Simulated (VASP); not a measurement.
# CsNbCl2 (P4/mmm) in VASP: optical spectrum with r2SCAN+rVV10

Aim: the optical spectrum of CsNbCl2 with r2SCAN+rVV10.

Program: VASP 6.6.1. These are calculated values, not measurements. Logs are shortened: lines on timing, memory, paths and dates and some standing lists are left out, and cuts for length are marked.

**1. Starting point**

It takes space group P4/mmm (No. 123, tetragonal). The conventional cell has a = 3.330 Å, b = 3.330 Å, c = 8.432 Å, α = 90.00°, β = 90.00°, γ = 90.00°. Cs (site symmetry 4/mmm) has 4 Cs at 3.33 Å and 8 Cl at 3.61 Å as nearest neighbours. Nb (site symmetry 4/mmm) is surrounded by 8 Cl at 2.78 Å. Cl (site symmetry 4mm) has 4 Nb at 2.78 Å and 1 Cl at 2.97 Å as nearest neighbours.

The cell was built by a generator and needn't be a form met in nature.

**2. Optical spectrum, r2SCAN+rVV10**

The input, INCAR:

```
SYSTEM = CsNbCl2
  PREC = Accurate
  ENCUT = 520
  EDIFF = 1E-7
  ISMEAR = 0
  SIGMA = 0.01
  LREAL = .False.
  LASPH = .True.
  NELM = 100
  ALGO = Normal
  ISIF = 2
  LWAVE = .False.
  LCHARG = .False.
  METAGGA = R2SCAN
  LMIXTAU = .True.
  LUSE_VDW = .True.
  IVDW_NL = 2
  BPARAM = 11.95
  CPARAM = 0.0093
  LOPTICS = .True.
  NBANDS = 50
  NEDOS = 2000
  CSHIFT = 0.1
```

The input, CsNbCl2.cif:

```cif
data_CsNbCl2
_cell_length_a 3.33014000
_cell_length_b 3.33014000
_cell_length_c 8.43230000
_cell_angle_alpha 90.00000000
_cell_angle_beta 90.00000000
_cell_angle_gamma 90.00000000
_space_group_name_H-M_alt 'P4/mmm'
_space_group_name_Hall '-P 4 2'
_space_group_IT_number 123
loop_
_space_group_symop_operation_xyz
'x,y,z'
'-x,-y,-z'
'-y,x,z'
'y,-x,-z'
'-x,-y,z'
'x,y,-z'
'y,-x,z'
'-y,x,-z'
'x,-y,-z'
'-x,y,z'
'-y,-x,-z'
'y,x,z'
'-x,y,-z'
'x,-y,z'
'y,x,-z'
'-y,-x,z'
loop_
_atom_site_label
_atom_site_type_symbol
_atom_site_symmetry_multiplicity
_atom_site_Wyckoff_symbol
_atom_site_fract_x
_atom_site_fract_y
_atom_site_fract_z
_atom_site_occupancy
Cs1 Cs 1 d 0.5000000000 0.5000000000 0.5000000000 1
Nb1 Nb 1 c 0.5000000000 0.5000000000 0.0000000000 1
Cl1 Cl 2 g 0.0000000000 0.0000000000 0.8238100000 1
```

The input, KPOINTS:

```
Automatic mesh
0
Gamma
  8 8 3
  0 0 0
```

The input, POSCAR:

```
Cs Nb Cl
 1.0000000000000000
     3.3301400000000001    0.0000000000000000    0.0000000000000000
     0.0000000000000000    3.3301400000000001    0.0000000000000000
     0.0000000000000000    0.0000000000000000    8.4322999999999997
 Cs  Nb  Cl 
   1   1   2
Cartesian
  1.6650700000000001  1.6650700000000001  4.2161499999999998
  1.6650700000000001  1.6650700000000001  0.0000000000000000
  0.0000000000000000  0.0000000000000000  6.9466130630000000
  0.0000000000000000  0.0000000000000000  1.4856869369999997
```

Potentials or basis: VASP PAW PBE potentials, release 64 (Cs_sv, Nb_sv, Cl).

Run with:

```sh
$ ase convert -i cif -o vasp CsNbCl2.cif POSCAR
$ cat potpaw_PBE.64/Cs_sv/POTCAR potpaw_PBE.64/Nb_sv/POTCAR potpaw_PBE.64/Cl/POTCAR > POTCAR
$ mpirun -np 1 vasp_std > vasp.out
```

OUTCAR:

```text
SYSTEM = CsNbCl2
   PREC = Accurate
   ENCUT = 520
   EDIFF = 1E-7
   ISMEAR = 0
   LREAL = .False.
   LASPH = .True.
   NELM = 100
   ISIF = 2
   METAGGA = R2SCAN
   IVDW_NL = 2
   BPARAM = 11.95

 ion  position               nearest neighbor table
   1  0.500  0.500  0.500-
   2  0.500  0.500  0.000-   3 2.78   4 2.78   3 2.78   4 2.78   3 2.78   4 2.78   3 2.78   4 2.78

   3  0.000  0.000  0.824-   2 2.78   2 2.78   2 2.78   2 2.78
   4  0.000  0.000  0.176-   2 2.78   2 2.78   2 2.78   2 2.78

  LATTYP: Found a simple tetragonal cell.
 ALAT       =     3.3301400000
 C/A-ratio  =     2.5321157669

  Lattice vectors:

 A1 = (   3.3301400000,   0.0000000000,   0.0000000000)
 A2 = (   0.0000000000,   3.3301400000,   0.0000000000)
 A3 = (   0.0000000000,   0.0000000000,   8.4323000000)

Analysis of symmetry for initial positions (statically):
=====================================================================
 Subroutine PRICEL returns:
 Original cell was already a primitive cell.

 Routine SETGRP: Setting up the symmetry group for a
 simple tetragonal supercell.

 Subroutine GETGRP returns: Found 16 space group operations
 (whereof 16 operations were pure point group operations)
 out of a pool of 16 trial point group operations.

The static configuration has the point symmetry D_4h.

Analysis of symmetry for dynamics (positions and initial velocities):
=====================================================================
 Subroutine PRICEL returns:
 Original cell was already a primitive cell.

 Routine SETGRP: Setting up the symmetry group for a
 simple tetragonal supercell.

 Subroutine GETGRP returns: Found 16 space group operations
 (whereof 16 operations were pure point group operations)
 out of a pool of 16 trial point group operations.

The dynamic configuration has the point symmetry D_4h.

 Subroutine INISYM returns: Found 16 space group operations
 (whereof 16 operations are pure point group operations),
 and found     1 'primitive' translations

----------------------------------------------------------------------------------------

                                     Primitive cell

  volume of cell :      93.5128

  direct lattice vectors                    reciprocal lattice vectors
     3.330140000  0.000000000  0.000000000     0.300287676  0.000000000  0.000000000
     0.000000000  3.330140000  0.000000000     0.000000000  0.300287676  0.000000000
     0.000000000  0.000000000  8.432300000     0.000000000  0.000000000  0.118591606

  length of vectors
     3.330140000  3.330140000  8.432300000     0.300287676  0.300287676  0.118591606

  position of ions in fractional coordinates (direct lattice)
     0.500000000  0.500000000  0.500000000
     0.500000000  0.500000000  0.000000000
     0.000000000  0.000000000  0.823810000
     0.000000000  0.000000000  0.176190000

  ion indices of the primitive-cell ions
   primitive index   ion index
                 1           1
                 2           2
                 3           3
                 4           4

----------------------------------------------------------------------------------------

 KPOINTS: Automatic mesh

[... 88 lines left out ...]
  volume/ion in A,a.u.               =      23.38       157.76
  Fermi-wavevector in a.u.,A,eV,Ry     =   1.190927  2.250527 19.297256  1.418308
  Thomas-Fermi vector in A             =   2.327001
   LORBIT       =      0    0 simple, 1 ext, 2 COOP (PROOUT), +10 PAW based schemes
   METAGGA = R2SCAN    functional components
   LHFCALC =     F    Hartree Fock is set to
   AEXX    =    0.0000 exact exchange contribution
   IVDW_NL    =     2    kernel type
   BPARAM     =11.9500
   IVDW    =     0    specifies the selected vdW correction
   LEPSILON=     F    determine dielectric tensor
   LRPA    =     F    only Hartree local field effects (RPA)
 non-spin polarized calculation
 Gauss-broadening in eV      SIGMA  =   0.01
  energy-cutoff  :      520.00
  volume of cell :       93.51
 maximum number of plane-waves:      2552
 NGX is ok and might be reduce to    28

 number of electron      36.0000008 magnetization

 Free energy of the ion-electron system (eV)
  ---------------------------------------------------
  ext. energy  EPLUGINS =         0.00000000
  ---------------------------------------------------
  free energy    TOTEN  =       -63.05586368 eV

  energy without entropy =      -63.05566387  energy(sigma->0) =      -63.05576377

 E-fermi :   8.1270     XC(G=0): -10.6882

 val. band max:        8.1224000191   @ k =   0.5000   0.2500   0.3333
 cond. band min:       8.1448665156   @ k =   0.5000   0.2500   0.3333
 fundamental gap:      0.0224664965
 Fermi energy:         8.1270372620

 k-point     1 :       0.0000    0.0000    0.0000
  band No.  band energies     occupation
      1     -49.9891      2.00000
      2     -25.3342      2.00000
      3     -25.3342      2.00000
      4     -25.3017      2.00000
      5     -18.0251      2.00000
      6     -11.9758      2.00000
[... 781 lines left out ...]
     29      15.0232      0.00000
     30      15.1020      0.00000

 [... further k-points ...]

 [bands above 30 left out]

------------------------ aborting loop because EDIFF is reached ----------------------------------------

  FORCE on cell =-STRESS in cart. coord.  units (eV):
  Direction    XX          YY          ZZ          XY          YZ          ZX
  --------------------------------------------------------------------------------------
  -------------------------------------------------------------------------------------
  Total       -0.6636192     -0.6636192     -0.9415299      0.0000000      0.0000000     -0.0000000
  in kB      -11.3699481    -11.3699481    -16.1314591      0.0000000      0.0000000     -0.0000000
  external PRESSURE =     -12.9571184 kB  Pullay stress =       0.0000000 kB

 VOLUME and BASIS-vectors are now :
 -----------------------------------------------------------------------------
  energy-cutoff  :      520.00
  volume of cell :       93.51
      direct lattice vectors                 reciprocal lattice vectors
     3.330140000  0.000000000  0.000000000     0.300287676  0.000000000  0.000000000
     0.000000000  3.330140000  0.000000000     0.000000000  0.300287676  0.000000000
     0.000000000  0.000000000  8.432300000     0.000000000  0.000000000  0.118591606

 POSITION                                       TOTAL-FORCE (eV/Angst)
 -----------------------------------------------------------------------------------
      1.66507      1.66507      4.21615         0.000000      0.000000      0.000000
      1.66507      1.66507      0.00000         0.000000      0.000000      0.000000
      0.00000      0.00000      6.94661        -0.000000      0.000000     -0.132046
      0.00000      0.00000      1.48569         0.000000      0.000000      0.132046
 -----------------------------------------------------------------------------------
    total drift:                                0.000000      0.000000     -0.000000

  FREE ENERGIE OF THE ION-ELECTRON SYSTEM (eV)
  ---------------------------------------------------
  free  energy   TOTEN  =       -63.0558636808 eV

  energy  without entropy=      -63.0556638690  energy(sigma->0) =      -63.05576377

 electrical conductivity sigma (Mega S m-1) (frequency dependency in vasprun.xml)
  --------------------------------------------------------------------------------------
       0.032       0.000       0.000
       0.000       0.032       0.000
       0.000       0.000       0.006

  frequency dependent IMAGINARY DIELECTRIC FUNCTION (independent particle, no local field effects) density-density
     E(ev)      X         Y         Z        XY        YZ        ZX
  --------------------------------------------------------------------------------------------------------------
     0.00000     0.00000     0.00000     0.00000     0.00000     0.00000     0.00000
     0.94294     9.68355     9.68355     6.93298    -0.00000    -0.00000     0.00000
     1.88589     8.24712     8.24712     3.18651    -0.00000    -0.00000    -0.00000
     2.82883     2.86360     2.86360     2.27507    -0.00000    -0.00000    -0.00000
     3.77178     1.62595     1.62595     2.26847    -0.00000    -0.00000     0.00000
     4.71472     1.28280     1.28280     2.32865    -0.00000     0.00000    -0.00000
[... 92 lines left out ...]
    92.40852     0.00013     0.00013     0.00013    -0.00000    -0.00000    -0.00000
    93.35147     0.00012     0.00012     0.00012    -0.00000    -0.00000    -0.00000

  frequency dependent      REAL DIELECTRIC FUNCTION (independent particle, no local field effects) density-density
     E(ev)        X           Y           Z          XY          YZ          ZX
  --------------------------------------------------------------------------------------------------------------
     0.00000   655.04857   655.04857    37.97798    -0.00000    -0.00000     0.00000
     0.94294   -13.23144   -13.23144     8.80353    -0.00000     0.00000    -0.00000
     1.88589    -1.99639    -1.99639     2.72007    -0.00000     0.00000    -0.00000
     2.82883     0.18452     0.18452     3.03985    -0.00000     0.00000     0.00000
     3.77178     1.22503     1.22503     5.49543    -0.00000     0.00000    -0.00000
     4.71472     2.59940     2.59940     4.57731    -0.00000     0.00000    -0.00000
[... 92 lines left out ...]
    92.40852     0.94486     0.94486     0.94420    -0.00000    -0.00000    -0.00000
    93.35147     0.94603     0.94603     0.94538    -0.00000    -0.00000    -0.00000

  frequency dependent IMAGINARY DIELECTRIC FUNCTION (independent particle, no local field effects) current-current
     E(ev)      X         Y         Z        XY        YZ        ZX
  --------------------------------------------------------------------------------------------------------------
     0.00000  1150.22269  1150.22269   136.89742     0.00000     0.00000    -0.00000
     0.94294     6.54625     6.54625     8.54674     0.00000     0.00000     0.00000
     1.88589     7.89709     7.89709     3.35613     0.00000     0.00000    -0.00000
     2.82883     2.79893     2.79893     2.41073     0.00000    -0.00000     0.00000
     3.77178     1.63479     1.63479     2.50633     0.00000    -0.00000     0.00000
     4.71472     1.35144     1.35144     2.48288     0.00000     0.00000     0.00000
[... 92 lines left out ...]
    92.40852     0.00001     0.00001     0.00001     0.00000    -0.00000    -0.00000
    93.35147     0.00001     0.00001     0.00001     0.00000    -0.00000    -0.00000

  frequency dependent      REAL DIELECTRIC FUNCTION (independent particle, no local field effects) current-current
     E(ev)        X           Y           Z          XY          YZ          ZX
  --------------------------------------------------------------------------------------------------------------
     0.00000  -216.20573  -216.20573    15.93044     0.00000     0.00000    -0.00000
     0.94294    -7.56072    -7.56072     7.52148    -0.00000    -0.00000    -0.00000
     1.88589    -0.97717    -0.97717     2.44702     0.00000    -0.00000    -0.00000
     2.82883     0.82279     0.82279     2.91454    -0.00000    -0.00000     0.00000
     3.77178     1.61662     1.61662     5.39007    -0.00000    -0.00000    -0.00000
     4.71472     2.84883     2.84883     4.48919    -0.00000    -0.00000     0.00000
[... 92 lines left out ...]
    92.40852     0.94565     0.94565     0.94423     0.00000     0.00000     0.00000
    93.35147     0.94680     0.94680     0.94541     0.00000     0.00000     0.00000
```

It took 9 min on 1 thread of AMD EPYC 9R45 (Zen 5), shared host; peak memory 0.46 GiB.

What came out:

```yaml
Free_energy: -63.0559 eV
Pressure: -1.3 GPa
Largest_force: 0.132 eV/Å
Band_gap_on_the_k_mesh: none (metal or under the smearing width)
```

Forces in eV/Å, atoms in the order of the input:
```
Cs   0.000  0.000  0.000
Nb   0.000  0.000  0.000
Cl   0.000  0.000 -0.132
Cl   0.000  0.000  0.132
```

Levels at points of the mesh, in eV from the Fermi level:
| k point | band 15 | band 16 | band 17 | band 18 | band 19 | band 20 | band 21 | band 22 |
| --- | --- | --- | --- | --- | --- | --- | --- | --- |
| (0.00, 0.00, 0.00) | -6.08 | -5.97 | -3.58 | -1.54 | 0.24 | 0.32 | 0.56 | 0.79 |
| (0.50, 0.00, 0.00) | -6.50 | -5.51 | -2.71 | -0.32 | -0.11 | 0.61 | 0.79 | 1.65 |
| (0.50, 0.50, 0.00) | -8.14 | -5.74 | -1.72 | -1.47 | 0.35 | 0.35 | 1.53 | 1.73 |

Dielectric function (mean over the directions given):
| energy (eV) | real part | imaginary part |
| --- | --- | --- |
| 0.28 | -29.03 | 143.72 |
| 0.75 | -17.47 | 12.38 |
| 1.23 | 0.18 | 6.53 |
| 1.79 | -0.24 | 6.42 |
| 2.26 | 0.37 | 4.16 |
| 2.73 | 0.95 | 3.01 |
| 3.30 | 2.21 | 2.29 |
| 3.77 | 2.65 | 1.84 |
| 4.24 | 2.48 | 2.41 |
| 4.81 | 3.40 | 1.69 |
| 5.28 | 4.04 | 1.37 |
| 5.75 | 5.78 | 2.62 |
| 6.32 | 5.41 | 5.34 |
| 6.79 | 2.58 | 4.56 |
| 7.36 | 0.95 | 4.23 |
| 7.83 | 2.40 | 2.97 |
| 8.30 | 2.75 | 4.02 |
| 8.86 | 0.71 | 3.58 |
| 9.34 | 0.48 | 2.48 |
| 9.81 | 1.97 | 2.07 |
| 10.37 | 2.20 | 2.75 |
| 10.84 | 2.81 | 3.27 |
| 11.32 | 1.17 | 3.89 |
| 11.88 | 0.70 | 3.22 |
| 12.35 | 1.85 | 2.60 |
| 12.82 | 1.45 | 5.23 |
| 13.39 | 0.39 | 3.05 |
| 13.86 | 0.36 | 3.61 |
| 14.43 | 0.00 | 2.81 |
| 14.90 | 0.16 | 2.66 |
| 15.37 | 0.00 | 3.28 |
| 15.94 | -1.57 | 2.83 |
| 16.41 | -0.97 | 1.94 |
| 16.88 | -0.90 | 2.24 |
| 17.44 | -0.94 | 1.59 |
| 17.92 | -0.70 | 1.62 |
| 18.39 | -0.65 | 1.09 |
| 18.95 | -0.74 | 1.10 |
| 19.42 | -0.71 | 0.95 |
| 19.99 | -0.68 | 0.81 |

Caveat: spectra need much finer meshes, so this one isn't converged; independent-particle spectra lack excitons; the intraband (Drude) part of a metal's response may be missing; the PAW data sets were made with another functional, which shifts forces and pressure a little. Spin-orbit coupling is left out, which matters for the levels of Cs.

**3. The reference run**

An earlier run on the cell as given: functional PBE; potentials or basis VASP PAW PBE potentials, release 64 (Cs_sv, Nb_sv, Cl); cutoff 520 eV; k mesh 8 × 8 × 3; occupations fermi-dirac, width 0.05 eV; no spin polarisation.

* Pressure: 0.1 GPa
* Largest force: 0.022 eV/Å
* Band gap on the k mesh: none (metal or under the smearing width)
